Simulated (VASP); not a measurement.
Here is a VASP 6.6.1 calculation.

INCAR

```
SYSTEM = NiMoIrPdW
ALGO = Normal
EDIFF = 1E-8
ENCUT = 520
GGA = PE
ISIF = 2
ISMEAR = -1
ISPIN = 2
KPAR = 4
LASPH = .TRUE.
LCHARG = .FALSE.
LEFG = .TRUE.
LMAXMIX = 4
LORBIT = 11
LREAL = .FALSE.
LWAVE = .FALSE.
MAGMOM = 1 1 1 1 0 0 0.6 0.6 0 0
NELM = 150
PREC = Accurate
SIGMA = 0.05
```

The input KPOINTS:

```
k-points
0
G
  11 11 2
  0 0 0
```

The input POSCAR:

```
NiMoIrPdW
1.0
    2.7708500000      0.0000000000      0.0000000000
   -1.3854300000      2.3996300000      0.0000000000
    0.0000000000      0.0000000000     22.0196100000
Ni Mo Pd Ir W
2 2 2 2 2
Direct
    0.3333300000      0.6666700000      0.8508100000
    0.6666700000      0.3333300000      0.1491900000
    0.6666700000      0.3333300000      0.7605900000
    0.3333300000      0.6666700000      0.2394100000
    0.3333300000      0.6666700000      0.0532900000
    0.6666700000      0.3333300000      0.9467100000
    0.3333300000      0.6666700000      0.6582700000
    0.6666700000      0.3333300000      0.3417300000
    0.3333300000      0.6666700000      0.4441800000
    0.6666700000      0.3333300000      0.5558200000
```

Potentials or basis: VASP PAW PBE potentials, release 64 (Ni, Mo_sv, Pd, Ir, W_sv).

Launch:

```sh
$ cat potpaw_PBE.64/Ni/POTCAR potpaw_PBE.64/Mo_sv/POTCAR potpaw_PBE.64/Pd/POTCAR potpaw_PBE.64/Ir/POTCAR potpaw_PBE.64/W_sv/POTCAR > POTCAR
$ mpirun -np 4 vasp_std > vasp.out
```

Problem. Predict the largest force.

Solution. 0.082 eV/Å.

Problem. Predict the band gap on the k mesh.

Solution. None (metal or under the smearing width).

Forces in eV/Å, atoms in the order of the input:
```
Ni   0.000  0.000  0.071
Ni   0.000  0.000 -0.071
Mo   0.000  0.000 -0.079
Mo   0.000  0.000  0.079
Pd   0.000  0.000  0.009
Pd   0.000  0.000 -0.009
Ir   0.000  0.000 -0.005
Ir   0.000  0.000  0.005
W    0.000  0.000 -0.082
W    0.000  0.000  0.082
```

Spin-orbit coupling is left out, which matters for the levels of Ir, W.
